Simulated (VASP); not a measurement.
# Sn2H3Br (P-3m1) in VASP: settings compared, part 2 of 2

VASP 6.6.1. Earlier steps stand in the parts before.

## (4) Single point, r2SCAN

This run uses another cell than the first one, of 21.48 Å³/atom, 0.975 times its volume.

INCAR reads:

```
SYSTEM = Sn2H3Br
PREC = Accurate ; ENCUT = 520
EDIFF = 1E-6 ; ISMEAR = 0
SIGMA = 0.03 ; LREAL = .FALSE.
LASPH = .TRUE. ; NELM = 150
ALGO = Normal ; ISIF = 2
LWAVE = .FALSE. ; LCHARG = .FALSE.
METAGGA = R2SCAN ; LMIXTAU = .TRUE.
KPAR = 4
```

KPOINTS reads:

```
regular mesh
0
G
  6 6 4
  0 0 0
```

POSCAR reads:

```
Sn2H3Br                                 
1.0
    5.2602456416      0.0000000000      0.0000000000
   -2.6301228208      4.5555063533      0.0000000000
    0.0000000000      0.0000000000      5.3780210557
  Sn              H               Br            
     2     3     1
Direct
     0.6666666699999979    0.3333333300000021    0.7678199977821052
     0.3333333300000021    0.6666666699999979    0.2321800022178948
     0.5000000000000000    0.0000000000000000    0.0000000000000000
     0.5000000000000000    0.5000000000000000    0.0000000000000000
     0.0000000000000000    0.5000000000000000    0.0000000000000000
     0.0000000000000000    0.0000000000000000    0.5000000000000000
```

Potentials or basis: VASP PAW PBE potentials, release 64 (Sn_d, H, Br).

Command:

```console
$ cat potpaw_PBE.64/Sn_d/POTCAR potpaw_PBE.64/H/POTCAR potpaw_PBE.64/Br/POTCAR > POTCAR
$ mpirun -np 4 vasp_std > vasp.out
```

OUTCAR:

```text
SYSTEM = Sn2H3Br
   PREC = Accurate
   ENCUT = 520
   EDIFF = 1E-6
   ISMEAR = 0
   LREAL = .FALSE.
   LASPH = .TRUE.
   NELM = 150
   ISIF = 2
   METAGGA = R2SCAN

 ion  position               nearest neighbor table
   1  0.667  0.333  0.768-   3 1.97   5 1.97   4 1.97
   2  0.333  0.667  0.232-   3 1.97   5 1.97   4 1.97
   3  0.500  0.000  0.000-   1 1.97   2 1.97
   4  0.500  0.500  0.000-   1 1.97   2 1.97
   5  0.000  0.500  0.000-   1 1.97   2 1.97
   6  0.000  0.000  0.500-

  LATTYP: Found a hexagonal cell.
 ALAT       =     5.2602456416
 C/A-ratio  =     1.0223897175

  Lattice vectors:

 A1 = (   5.2602456416,   0.0000000000,   0.0000000000)
 A2 = (  -2.6301228208,   4.5555063533,   0.0000000000)
 A3 = (   0.0000000000,   0.0000000000,   5.3780210557)

Analysis of symmetry for initial positions (statically):
=====================================================================
 Subroutine PRICEL returns:
 Original cell was already a primitive cell.

 Routine SETGRP: Setting up the symmetry group for a
 hexagonal supercell.

 Subroutine GETGRP returns: Found 12 space group operations
 (whereof 12 operations were pure point group operations)
 out of a pool of 24 trial point group operations.

The static configuration has the point symmetry D_3d.

Analysis of symmetry for dynamics (positions and initial velocities):
=====================================================================
 Subroutine PRICEL returns:
 Original cell was already a primitive cell.

 Routine SETGRP: Setting up the symmetry group for a
 hexagonal supercell.

 Subroutine GETGRP returns: Found 12 space group operations
 (whereof 12 operations were pure point group operations)
 out of a pool of 24 trial point group operations.

The dynamic configuration has the point symmetry D_3d.

 Subroutine INISYM returns: Found 12 space group operations
 (whereof 12 operations are pure point group operations),
 and found     1 'primitive' translations

----------------------------------------------------------------------------------------

                                     Primitive cell

  volume of cell :     128.8740
[... 122 lines left out ...]
   LHFCALC =     F    Hartree Fock is set to
   AEXX    =    0.0000 exact exchange contribution
   IVDW    =     0    specifies the selected vdW correction
   LEPSILON=     F    determine dielectric tensor
   LRPA    =     F    only Hartree local field effects (RPA)
 non-spin polarized calculation
 Gauss-broadening in eV      SIGMA  =   0.03
  energy-cutoff  :      520.00
  volume of cell :      128.87
 maximum number of plane-waves:      3490
 NGX is ok and might be reduce to    40
   NGX = 19   NGY = 19   NGZ = 19

 number of electron      37.9999989 magnetization

 Free energy of the ion-electron system (eV)
  ---------------------------------------------------
  ext. energy  EPLUGINS =         0.00000000
  ---------------------------------------------------
  free energy    TOTEN  =       -72.92776563 eV

  energy without entropy =      -72.92776563  energy(sigma->0) =      -72.92776563

 E-fermi :   2.1962     XC(G=0):  -8.6460

 val. band max:        2.0192594644   @ k =   0.5000  -0.0000   0.0000
 cond. band min:       3.0344714588   @ k =   0.0000   0.0000   0.5000
 fundamental gap:      1.0152119943
 Fermi energy:         2.1962104504

 k-point     1 :       0.0000    0.0000    0.0000
  band No.  band energies     occupation
      1     -19.5882      2.00000
      2     -19.5882      2.00000
      3     -19.5457      2.00000
      4     -19.5457      2.00000
      5     -19.5170      2.00000
      6     -19.5170      2.00000
[... 613 lines left out ...]
     22       5.4426      0.00000
     23       8.1124      0.00000

------------------------ aborting loop because EDIFF is reached ----------------------------------------

  FORCE on cell =-STRESS in cart. coord.  units (eV):
  Direction    XX          YY          ZZ          XY          YZ          ZX
  --------------------------------------------------------------------------------------
  -------------------------------------------------------------------------------------
  Total       -0.5657263     -0.5657263     -1.1200799      0.0000000      0.0000000      0.0000000
  in kB       -7.0331803     -7.0331803    -13.9249739      0.0000000      0.0000000      0.0000000
  external PRESSURE =      -9.3304448 kB  Pullay stress =       0.0000000 kB

 VOLUME and BASIS-vectors are now :
 -----------------------------------------------------------------------------
  energy-cutoff  :      520.00
  volume of cell :      128.87
      direct lattice vectors                 reciprocal lattice vectors
     5.260245642  0.000000000  0.000000000     0.190105191  0.109757283  0.000000000
    -2.630122821  4.555506353  0.000000000     0.000000000  0.219514566  0.000000000
     0.000000000  0.000000000  5.378021056     0.000000000  0.000000000  0.185942002

 POSITION                                       TOTAL-FORCE (eV/Angst)
 -----------------------------------------------------------------------------------
      2.63012      1.51850      4.12935        -0.000000      0.000000      0.169889
     -0.00000      3.03700      1.24867         0.000000      0.000000     -0.169889
      2.63012      0.00000      0.00000        -0.000000      0.000000      0.000000
      1.31506      2.27775      0.00000        -0.000000      0.000000      0.000000
     -1.31506      2.27775      0.00000        -0.000000      0.000000      0.000000
      0.00000      0.00000      2.68901        -0.000000      0.000000      0.000000
 -----------------------------------------------------------------------------------
    total drift:                                0.000000     -0.000000     -0.000000

  FREE ENERGIE OF THE ION-ELECTRON SYSTEM (eV)
  ---------------------------------------------------
  free  energy   TOTEN  =       -72.9277656334 eV

  energy  without entropy=      -72.9277656334  energy(sigma->0) =      -72.92776563
```

OSZICAR:

```text
N       E                     dE             d eps       ncg     rms          rms(c)
DAV:   1     0.271402311705E+03    0.27140E+03   -0.19262E+04  1111   0.199E+03
DAV:   2    -0.350587409642E+02   -0.30646E+03   -0.30292E+03  1111   0.485E+02
DAV:   3    -0.783144276918E+02   -0.43256E+02   -0.42526E+02  1391   0.169E+02
[... 10 lines left out ...]
DAV:  14    -0.729267130737E+02   -0.34133E-02   -0.41771E-03  1161   0.625E-01    0.669E-02
DAV:  15    -0.729273402678E+02   -0.62719E-03   -0.18989E-03  1118   0.323E-01    0.506E-02
DAV:  16    -0.729275187046E+02   -0.17844E-03   -0.13816E-04  1342   0.100E-01    0.324E-02
DAV:  17    -0.729277621285E+02   -0.24342E-03   -0.19486E-04  1111   0.116E-01    0.701E-03
DAV:  18    -0.729277663068E+02   -0.41783E-05   -0.21492E-05  1072   0.426E-02    0.565E-03
DAV:  19    -0.729277656334E+02    0.67339E-06   -0.52637E-06   975   0.198E-02
   1 F= -.72927766E+02 E0= -.72927766E+02  d E =-.274085E-18
```

Wall time 50 s (4 MPI ranks of Intel Xeon 6975P-C (Granite Rapids), shared host); peak memory 0.29 GiB.

Results:

```
Free energy            : -72.9278 eV
Pressure               : -0.9 GPa
Largest force          : 0.170 eV/Å
Band gap on the k mesh : 1.02 eV, indirect (least direct gap 1.05 eV)
```

Forces on the atoms (eV/Å):
```
Sn   0.000  0.000  0.170
Sn   0.000  0.000 -0.170
H    0.000  0.000  0.000
H    0.000  0.000  0.000
H    0.000  0.000  0.000
Br   0.000  0.000  0.000
```

Levels at points of the mesh, in eV from the valence-band top:
```tsv
k point	band 16	band 17	band 18	band 19	band 20	band 21	band 22	band 23
(0.00, 0.00, 0.00)	-2.71	-2.71	-1.82	-1.70	3.33	3.36	3.36	4.81
(0.50, 0.00, 0.00)	-2.62	-2.02	-1.98	0.00	1.59	2.88	3.24	4.50
(0.00, 0.00, 0.50)	-2.38	-2.38	-2.29	-0.04	1.02	1.60	1.60	5.86
(0.50, 0.00, 0.50)	-2.94	-2.43	-2.03	-0.28	3.30	3.33	3.36	5.86
```

Caveat: the PAW data sets were made with another functional, which shifts forces and pressure a little; spin-orbit coupling is left out, which moves the levels of the heavy elements.
